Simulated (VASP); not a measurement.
# Cu (Fm-3m) in VASP: elastic constants with PBE

Aim: the elastic constants of Cu with PBE.

All numbers are computed with VASP 6.6.1; they aren't measurements. Logs are shortened: lines on timing, memory, paths and dates and some standing lists are left out, and cuts for length are marked.

**1. The structure**

It takes space group Fm-3m (No. 225, cubic). The conventional cell has a = 3.635 Å, b = 3.635 Å, c = 3.635 Å, α = 90.00°, β = 90.00°, γ = 90.00°. Cu (site symmetry m-3m) has 12 Cu at 2.57 Å as nearest neighbours.

The cell was built by a generator and needn't be a form met in nature.

**2. Elastic constants, PBE**

The input, POSCAR:

```
Cu
1.0
    0.0000000000      1.8173648604      1.8173648604
    1.8173648604     -0.0000000000      1.8173648604
    1.8173648604      1.8173648604      0.0000000000
  Cu
     1
Direct
     0.0000000000000000    0.0000000000000000    0.0000000000000000
```

The input, INCAR.step1:

```
PREC = Accurate ; ENCUT = 600
EDIFF = 1E-8 ; ISMEAR = 1
SIGMA = 0.2 ; LREAL = False
LASPH = True ; NELM = 60
ALGO = Normal ; ISIF = 3
LWAVE = False ; LCHARG = False
GGA = PE ; KPAR = 8
IBRION = 2 ; NSW = 40
EDIFFG = -0.002
```

The input, INCAR.step2:

```
PREC = Accurate ; ENCUT = 600
EDIFF = 1E-8 ; ISMEAR = 1
SIGMA = 0.2 ; LREAL = False
LASPH = True ; NELM = 60
ALGO = Normal ; ISIF = 3
LWAVE = False ; LCHARG = False
GGA = PE ; KPAR = 8
IBRION = 6 ; NFREE = 2
POTIM = 0.015 ; NSW = 1
```

The input, KPOINTS:

```
regular mesh
0
Gamma
  24 24 24
```

Potentials or basis: VASP PAW PBE potentials, release 64 (Cu).

On the command line:

```
> cat potpaw_PBE.64/Cu/POTCAR > POTCAR
> cp INCAR.step1 INCAR
> mpirun -np 8 vasp_std > vasp.out
> cp CONTCAR POSCAR
> cp INCAR.step2 INCAR
> mpirun -np 8 vasp_std > vasp.out
```

OUTCAR:

```text
PREC = Accurate
   ENCUT = 600
   EDIFF = 1E-8
   ISMEAR = 1
   LREAL = False
   LASPH = True
   NELM = 60
   ISIF = 3
   GGA = PE
   IBRION = 6
   NFREE = 2
   POTIM = 0.015
   NSW = 1

 ion  position               nearest neighbor table
   1  0.000  0.000  0.000-

  LATTYP: Found a face centered cubic cell.
 ALAT       =     3.6347297208

  Lattice vectors:

 A1 = (   0.0000000000,   1.8173648604,   1.8173648604)
 A2 = (   1.8173648604,   0.0000000000,   1.8173648604)
 A3 = (   1.8173648604,   1.8173648604,   0.0000000000)

Analysis of symmetry for initial positions (statically):
=====================================================================
 Subroutine PRICEL returns:
 Original cell was already a primitive cell.

 Routine SETGRP: Setting up the symmetry group for a
 face centered cubic supercell.

 Subroutine GETGRP returns: Found 48 space group operations
 (whereof 48 operations were pure point group operations)
 out of a pool of 48 trial point group operations.

The static configuration has the point symmetry O_h .

Analysis of symmetry for dynamics (positions and initial velocities):
=====================================================================
 Subroutine PRICEL returns:
 Original cell was already a primitive cell.

 Routine SETGRP: Setting up the symmetry group for a
 face centered cubic supercell.

 Subroutine GETGRP returns: Found 48 space group operations
 (whereof 48 operations were pure point group operations)
 out of a pool of 48 trial point group operations.

The dynamic configuration has the point symmetry O_h .

 Subroutine INISYM returns: Found 48 space group operations
 (whereof 48 operations are pure point group operations),
 and found     1 'primitive' translations

----------------------------------------------------------------------------------------

                                     Primitive cell

[... 337 lines left out ...]
      2       4.4092      2.00000
      3       4.4092      2.00000
      4       4.4092      2.00000
      5       5.2106      2.00000
      6       5.2106      2.00000
      7      29.8477      0.00000
      8      32.3660      0.00000
      9      32.3660      0.00000
[... 265 lines left out ...]
 k-point    24 :       0.4583    0.0417    0.0000
  band No.  band energies     occupation
      1       2.3684      2.00000
      2       4.3681      2.00000
      3       4.4134      2.00000
      4       5.3773      2.00000
      5       5.7532      2.00000
      6       6.2852      2.00000
      7      11.8882      0.00000
      8      28.0095      0.00000
      9      28.4029      0.00000

 [... further k-points ...]

------------------------ aborting loop because EDIFF is reached ----------------------------------------

  FORCE on cell =-STRESS in cart. coord.  units (eV):
  Direction    XX          YY          ZZ          XY          YZ          ZX
  --------------------------------------------------------------------------------------
  -------------------------------------------------------------------------------------
  Total        0.0013303      0.0013303      0.0013303      0.0000000      0.0000000      0.0000000
  in kB        0.1775387      0.1775387      0.1775387      0.0000000      0.0000000      0.0000000
  external PRESSURE =       0.1775387 kB  Pullay stress =       0.0000000 kB
[... 16 lines left out ...]
  FREE ENERGIE OF THE ION-ELECTRON SYSTEM (eV)
  ---------------------------------------------------
  free  energy   TOTEN  =        -3.7289011768 eV

  energy  without entropy=       -3.7296831584  energy(sigma->0) =       -3.72916184

 INTERNAL STRAIN TENSORS FROM STRAINED CELLS
 ============================================

 INTERNAL STRAIN TENSOR FOR ION    1 for displacements in x,y,z  (eV/Angst):
          X           Y           Z          XY          YZ          ZX
  --------------------------------------------------------------------------------
  x     0.00000     0.00000    -0.00000     0.00000     0.00000     0.00000
  y    -0.00000     0.00000     0.00000     0.00000     0.00000     0.00000
  z     0.00000    -0.00000    -0.00000     0.00000    -0.00000     0.00000

 INTERNAL STRAIN TENSORS FROM DISPLACED ATOMS
 ============================================

 INTERNAL STRAIN TENSOR FOR ION    1 for displacements in x,y,z  (eV/Angst):
          X           Y           Z          XY          YZ          ZX
  --------------------------------------------------------------------------------
  x     0.00000     0.00000     0.00000     0.00000     0.00000     0.00000
  y     0.00000     0.00000     0.00000     0.00000     0.00000     0.00000
  z     0.00000     0.00000     0.00000     0.00000     0.00000     0.00000

 Eigenvectors and eigenvalues of the dynamical matrix
 ----------------------------------------------------

   1 f  =    0.000000 THz     0.000000 2PiTHz    0.000000 cm-1     0.000000 meV
             X         Y         Z           dx          dy          dz
      0.000000  0.000000  0.000000     0.656781   -0.754082    0.000000

   2 f  =    0.000000 THz     0.000000 2PiTHz    0.000000 cm-1     0.000000 meV
             X         Y         Z           dx          dy          dz
      0.000000  0.000000  0.000000    -0.754082   -0.656781    0.000000

   3 f  =    0.000000 THz     0.000000 2PiTHz    0.000000 cm-1     0.000000 meV
             X         Y         Z           dx          dy          dz
      0.000000  0.000000  0.000000     0.000000    0.000000    1.000000

--------------------------------------------------------------------------------------------------------

 ELASTIC MODULI CONTR FROM IONIC RELAXATION (kBar)
 Direction    XX          YY          ZZ          XY          YZ          ZX
 --------------------------------------------------------------------------------
 XX           0.0000      0.0000      0.0000      0.0000      0.0000      0.0000
 YY           0.0000      0.0000      0.0000      0.0000      0.0000      0.0000
 ZZ           0.0000      0.0000      0.0000      0.0000      0.0000      0.0000
 XY           0.0000      0.0000      0.0000      0.0000      0.0000      0.0000
 YZ           0.0000      0.0000      0.0000      0.0000      0.0000      0.0000
 ZX           0.0000      0.0000      0.0000      0.0000      0.0000      0.0000
 --------------------------------------------------------------------------------

 TOTAL ELASTIC MODULI (kBar)
 Direction    XX          YY          ZZ          XY          YZ          ZX
 --------------------------------------------------------------------------------
 XX        1771.6743   1184.6678   1184.6678     -0.0000     -0.0000      0.0000
 YY        1184.6678   1771.6743   1184.6678     -0.0000     -0.0000      0.0000
 ZZ        1184.6678   1184.6678   1771.6743     -0.0000     -0.0000      0.0000
 XY          -0.0000     -0.0000     -0.0000    877.5475      0.0000      0.0000
 YZ          -0.0000     -0.0000     -0.0000      0.0000    877.5475      0.0000
 ZX           0.0000      0.0000      0.0000      0.0000      0.0000    877.5475
 --------------------------------------------------------------------------------
```

OSZICAR.step1:

```text
N       E                     dE             d eps       ncg     rms          rms(c)
DAV:   1     0.393651202841E+02    0.39365E+02   -0.62558E+03  7582   0.228E+03
DAV:   2    -0.413920359208E+01   -0.43504E+02   -0.41526E+02  7522   0.206E+02
DAV:   3    -0.462064577288E+01   -0.48144E+00   -0.47966E+00  8842   0.315E+01
DAV:   4    -0.462395809496E+01   -0.33123E-02   -0.33120E-02  9005   0.238E+00
DAV:   5    -0.462399422911E+01   -0.36134E-04   -0.36135E-04  8773   0.197E-01    0.765E+00
DAV:   6    -0.412133156737E+01    0.50266E+00   -0.17160E+01  7838   0.977E+01    0.400E+00
DAV:   7    -0.374077003361E+01    0.38056E+00   -0.27344E+00  7953   0.388E+01    0.554E-01
DAV:   8    -0.373072462178E+01    0.10045E-01   -0.59464E-03  8544   0.158E+00    0.323E-01
DAV:   9    -0.372890215781E+01    0.18225E-02   -0.13143E-02  8192   0.252E+00    0.318E-02
DAV:  10    -0.372890210493E+01    0.52888E-07   -0.52924E-05 10957   0.152E-01    0.836E-03
DAV:  11    -0.372890092411E+01    0.11808E-05   -0.78650E-07  8395   0.174E-02    0.549E-04
DAV:  12    -0.372890094040E+01   -0.16288E-07   -0.31160E-08  7047   0.333E-03    0.115E-04
DAV:  13    -0.372890099413E+01   -0.53730E-07   -0.21574E-09  4564   0.720E-04    0.731E-06
DAV:  14    -0.372890099653E+01   -0.24024E-08   -0.21785E-10  4151   0.259E-04
   1 F= -.37289010E+01 E0= -.37291617E+01  d E =-.372890E+01
```

Wall time 6.5 min (8 MPI ranks of Intel Xeon Platinum 8488C (Sapphire Rapids), shared host); peak memory 0.91 GiB.

What came out:

| Property | Result |
| --- | --- |
| Elastic constants C11, C12, C44 | 177, 118, 88 GPa |
| Voigt bulk modulus | 138 GPa |

Elastic tensor in Voigt notation (GPa, in the Cartesian axes of the cell as first typed):
```
177 118 118   0   0   0
118 177 118   0   0   0
118 118 177   0   0   0
  0   0   0  88   0   0
  0   0   0   0  88   0
  0   0   0   0   0  88
```

Clamped-ion elastic tensor (GPa):
```
177 118 118   0   0   0
118 177 118   0   0   0
118 118 177   0   0   0
  0   0   0  88   0   0
  0   0   0   0  88   0
  0   0   0   0   0  88
```
